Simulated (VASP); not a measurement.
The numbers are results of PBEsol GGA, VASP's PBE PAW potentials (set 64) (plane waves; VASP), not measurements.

VASP input:

### INCAR
```
# general
SYSTEM =Cd3ZnS4
PREC   =Accurate
ENCUT  =400
LREAL  =F
LASPH  =T

# electronic loop
EDIFF  =1E-6
NELM   =100
ALGO   =Normal
LMAXMIX=4

# smearing
ISMEAR =0
SIGMA  =0.05

# functional
GGA    =PS

# ions
IBRION =2
NSW    =60
ISIF   =3
EDIFFG =-0.02

# output
LWAVE  =F
LCHARG =F
```

**KPOINTS**
```
Automatic mesh
0
Gamma
6 6 2
0 0 0
```

**POSCAR**
```
Cd3ZnS4
1.0
  2.0151833137  -3.4904000259   0.0000000000
  2.0151833137   3.4904000259   0.0000000000
  0.0000000000   0.0000000000  13.2383645502
Zn Cd S
1 3 4
Direct
  0.6666670000   0.3333330000   0.2492915544
  0.3333330000   0.6666670000   0.0106318328
  0.6666670000   0.3333330000   0.7511302438
  0.3333330000   0.6666670000   0.4933703751
  0.6666670000   0.3333330000   0.4246986385
  0.3333330000   0.6666670000   0.2012324366
  0.6666670000   0.3333330000   0.9410419238
  0.3333330000   0.6666670000   0.6826029952
```

POTCAR, in this order: Zn Cd S (PBE.64 set). Program: vasp_std.

What VASP printed:

### OSZICAR
```
       N       E                     dE             d eps       ncg     rms          rms(c)
DAV:   1     0.519826973819E+03    0.51983E+03   -0.29761E+04  1204   0.137E+03
DAV:   2     0.191071427465E+02   -0.50072E+03   -0.48727E+03  1282   0.369E+02
DAV:   3    -0.284037247874E+02   -0.47511E+02   -0.46647E+02  1359   0.115E+02
DAV:   4    -0.297294641036E+02   -0.13257E+01   -0.13215E+01  1416   0.194E+01
DAV:   5    -0.297526831619E+02   -0.23219E-01   -0.23206E-01  1440   0.259E+00    0.163E+01
DAV:   6    -0.278238392721E+02    0.19288E+01   -0.44136E+00  1574   0.305E+01    0.123E+01
DAV:   7    -0.279225402291E+02   -0.98701E-01   -0.39369E+00  1325   0.935E+00    0.411E+00
DAV:   8    -0.278224881006E+02    0.10005E+00   -0.69216E-01  1397   0.655E+00    0.113E+00
DAV:   9    -0.278236292728E+02   -0.11412E-02   -0.53762E-02  1325   0.189E+00    0.301E-01
DAV:  10    -0.278239628997E+02   -0.33363E-03   -0.25500E-03  1425   0.333E-01    0.180E-01
DAV:  11    -0.278241044521E+02   -0.14155E-03   -0.80249E-04  1450   0.221E-01    0.518E-02
DAV:  12    -0.278241251810E+02   -0.20729E-04   -0.11999E-04  1326   0.637E-02    0.252E-02
DAV:  13    -0.278241296779E+02   -0.44970E-05   -0.15251E-05  1357   0.178E-02    0.132E-02
DAV:  14    -0.278241326076E+02   -0.29297E-05   -0.44820E-06   971   0.966E-03    0.741E-03
DAV:  15    -0.278241325728E+02    0.34835E-07   -0.83393E-07   818   0.624E-03
   1 F= -.27824133E+02 E0= -.27824133E+02  d E =-.278241E+02
       N       E                     dE             d eps       ncg     rms          rms(c)
DAV:   1    -0.278254523939E+02   -0.13198E-02   -0.13892E-01  1250   0.207E+00    0.236E-01
DAV:   2    -0.278246923381E+02    0.76006E-03   -0.37352E-03  1509   0.607E-01    0.926E-02
DAV:   3    -0.278245588063E+02    0.13353E-03   -0.31548E-04  1434   0.127E-01    0.707E-02
DAV:   4    -0.278245171425E+02    0.41664E-04   -0.47230E-05  1402   0.506E-02    0.218E-02
DAV:   5    -0.278245084173E+02    0.87252E-05   -0.15360E-05  1437   0.321E-02    0.886E-03
DAV:   6    -0.278245078038E+02    0.61357E-06   -0.29108E-06   921   0.122E-02
   2 F= -.27824508E+02 E0= -.27824508E+02  d E =-.375231E-03
       N       E                     dE             d eps       ncg     rms          rms(c)
DAV:   1    -0.278253309012E+02   -0.82248E-03   -0.10475E-01  1238   0.180E+00    0.205E-01
DAV:   2    -0.278247571078E+02    0.57379E-03   -0.28093E-03  1509   0.526E-01    0.799E-02
DAV:   3    -0.278246556520E+02    0.10146E-03   -0.23871E-04  1431   0.111E-01    0.611E-02
DAV:   4    -0.278246238923E+02    0.31760E-04   -0.35544E-05  1402   0.441E-02    0.190E-02
DAV:   5    -0.278246170790E+02    0.68133E-05   -0.11545E-05  1437   0.279E-02    0.776E-03
DAV:   6    -0.278246165387E+02    0.54025E-06   -0.21717E-06   822   0.107E-02
   3 F= -.27824617E+02 E0= -.27824617E+02  d E =-.483966E-03
       N       E                     dE             d eps       ncg     rms          rms(c)
DAV:   1    -0.278262149897E+02   -0.15979E-02   -0.15651E-01  1277   0.235E+00    0.297E-01
DAV:   2    -0.278249862806E+02    0.12287E-02   -0.62412E-03  1494   0.825E-01    0.108E-01
DAV:   3    -0.278248423858E+02    0.14389E-03   -0.44743E-04  1340   0.159E-01    0.886E-02
DAV:   4    -0.278248122870E+02    0.30099E-04   -0.41144E-05  1369   0.430E-02    0.338E-02
DAV:   5    -0.278248042150E+02    0.80720E-05   -0.17000E-05  1418   0.342E-02    0.102E-02
DAV:   6    -0.278248049161E+02   -0.70109E-06   -0.30510E-06   946   0.120E-02
   4 F= -.27824805E+02 E0= -.27824805E+02  d E =-.188377E-03
       N       E                     dE             d eps       ncg     rms          rms(c)
DAV:   1    -0.278248178630E+02   -0.13648E-04   -0.11725E-03  1315   0.204E-01    0.258E-02
DAV:   2    -0.278248077120E+02    0.10151E-04   -0.46967E-05  1511   0.718E-02    0.933E-03
DAV:   3    -0.278248067238E+02    0.98823E-06   -0.32010E-06   872   0.138E-02
   5 F= -.27824807E+02 E0= -.27824807E+02  d E =-.190185E-03
       N       E                     dE             d eps       ncg     rms          rms(c)
DAV:   1    -0.278249912545E+02   -0.18354E-03   -0.36773E-02  1204   0.895E-01    0.807E-02
DAV:   2    -0.278249176115E+02    0.73643E-04   -0.58555E-04  1453   0.177E-01    0.409E-02
DAV:   3    -0.278248839099E+02    0.33702E-04   -0.48774E-05  1469   0.462E-02    0.241E-02
DAV:   4    -0.278248728717E+02    0.11038E-04   -0.13899E-05  1429   0.281E-02    0.785E-03
DAV:   5    -0.278248721820E+02    0.68968E-06   -0.34135E-06  1120   0.126E-02
   6 F= -.27824872E+02 E0= -.27824872E+02  d E =-.654582E-04
```

### OUTCAR
```
------------------------ aborting loop because EDIFF is reached ----------------------------------------
  FORCE on cell =-STRESS in cart. coord.  units (eV):
  Direction    XX          YY          ZZ          XY          YZ          ZX
  --------------------------------------------------------------------------------------
  Total       -0.0017897     -0.0017897      0.0164082      0.0000000      0.0000000      0.0000000
  in kB       -0.0153883     -0.0153883      0.1410850      0.0000000      0.0000000      0.0000000
  external PRESSURE =       0.0367694 kB  Pullay stress =       0.0000000 kB
  volume of cell :      186.33
      direct lattice vectors                 reciprocal lattice vectors
     2.013465178 -3.487424127 -0.000000000     0.248328109 -0.143372295 -0.000000000
     2.013465178  3.487424127  0.000000000     0.248328109  0.143372295  0.000000000
     0.000000000 -0.000000000 13.268198963     0.000000000 -0.000000000  0.075368179
 POSITION                                       TOTAL-FORCE (eV/Angst)
 -----------------------------------------------------------------------------------
      2.01347     -1.16248      3.31402         0.000000     -0.000000     -0.006365
      2.01347      1.16248      0.14204         0.000000     -0.000000      0.006573
      2.01347     -1.16248      9.97483        -0.000000     -0.000000      0.002142
      2.01347      1.16248      6.54317        -0.000000     -0.000000      0.010015
      2.01347     -1.16248      5.63159        -0.000000      0.000000     -0.004690
      2.01347      1.16248      2.66360         0.000000      0.000000     -0.001273
      2.01347     -1.16248     12.48514        -0.000000      0.000000     -0.000558
      2.01347      1.16248      9.05441        -0.000000     -0.000000     -0.005844
 -----------------------------------------------------------------------------------
    total drift:                               -0.000000     -0.000234      0.000479
  FREE ENERGIE OF THE ION-ELECTRON SYSTEM (eV)
  ---------------------------------------------------
  free  energy   TOTEN  =       -27.8248721820 eV

  energy  without entropy=      -27.8248721820  energy(sigma->0) =      -27.82487218

 reached required accuracy - stopping structural energy minimisation
```
(Selected blocks of OUTCAR.)

### CONTCAR
```
Cd3ZnS4
   1.00000000000000
     2.0134651780371748   -3.4874241272795610   -0.0000000000000000
     2.0134651780371748    3.4874241272795610    0.0000000000000000
     0.0000000000000000   -0.0000000000000000   13.2681989625723364
  Zn              Cd              S
     1     3     4
Direct
     0.6666669999999968    0.3333330000000032    0.2497718255767468
     0.3333330000000032    0.6666669999999968    0.0107055795916592
     0.6666669999999968    0.3333330000000032    0.7517849585084171
     0.3333330000000032    0.6666669999999968    0.4931466741205580
     0.6666669999999968    0.3333330000000032    0.4244430297618238
     0.3333330000000032    0.6666669999999968    0.2007508668838990
     0.6666669999999968    0.3333330000000032    0.9409825417709844
     0.3333330000000032    0.6666669999999968    0.6824145239859130
```

The structure was generated: Cd3ZnS4 was put into an ordered model structure (P3m1), which need not be its known phase. This run relaxes it. Symmetry was kept, so distortions that lower it aren't found. The start is the result of an earlier pass.
